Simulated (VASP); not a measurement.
A convergence study with VASP on TlCl (CsCl type): one setting is varied, all else stays as given below, so the limit is that of these other settings.

```yaml
crystal:
  lattice:
    - [3.84000, 0.00000, 0.00000]
    - [0.00000, 3.84000, 0.00000]
    - [0.00000, 0.00000, 3.84000]
  atoms:
    - { symbol: Tl, position: [0.00000, 0.00000, 0.00000] }
    - { symbol: Cl, position: [0.50000, 0.50000, 0.50000] }
```

The numbers are results of PBE GGA, VASP's PBE PAW potentials (set 64) (plane waves; VASP 6.6.1), not measurements. The tightest run used: 550 eV cut-off, 16×16×16 Γ-centred mesh, Gaussian smearing of 0.050 eV, potentials Tl_d Cl.

The reference is 16×16×16 mesh, which took about 3 core-minutes. Costs are core time on shared hosts, one run each; read them as rough ratios.

### Question
Of the settings 1×1×1 mesh; 2×2×2 mesh; 3×3×3 mesh; 4×4×4 mesh; 5×5×5 mesh; 6×6×6 mesh; 7×7×7 mesh; 8×8×8 mesh; 9×9×9 mesh; 10×10×10 mesh; 11×11×11 mesh; 12×12×12 mesh; 13×13×13 mesh; 14×14×14 mesh; 15×15×15 mesh; 16×16×16 mesh, which is the lowest that keeps the difference from the reference in E (eV/atom) within 0.01 from there on, and what does it cost?

### Answer
3×3×3 mesh; its cost over the reference is about 1/10.
| setting | difference in E (eV/atom) | cost over the reference |
|---|---|---|
| 1×1×1 mesh | 0.3956 | about 1/30 |
| 2×2×2 mesh | 0.1899 | about 1/20 |
| 3×3×3 mesh | 0.0021 | about 1/10 |
| 4×4×4 mesh | 0.0035 | about 1/10 |
| 5×5×5 mesh | 0.0002 | about 1/10 |
| 6×6×6 mesh | 0.0002 | about 1/8 |
| 7×7×7 mesh | 0.0000 | about 1/6 |
| 8×8×8 mesh | 0.0000 | about 1/5 |
| 9×9×9 mesh | 0.0000 | about 1/4 |
| 10×10×10 mesh | 0.0000 | about 1/3 |
| 11×11×11 mesh | 0.0000 | about 1/3 |
| 12×12×12 mesh | 0.0000 | within a factor of 2 |
| 13×13×13 mesh | 0.0000 | about 1/2 |
| 14×14×14 mesh | 0.0000 | within a factor of 2 |
| 15×15×15 mesh | 0.0000 | within a factor of 2 |
| 16×16×16 mesh | 0.0000 | reference |

Left out are rungs that failed or repeat a setting and relaxations that didn't move; long series are thinned to 24 rows.

The compound is TlCl in the CsCl type structure. The cell was not relaxed at this level.
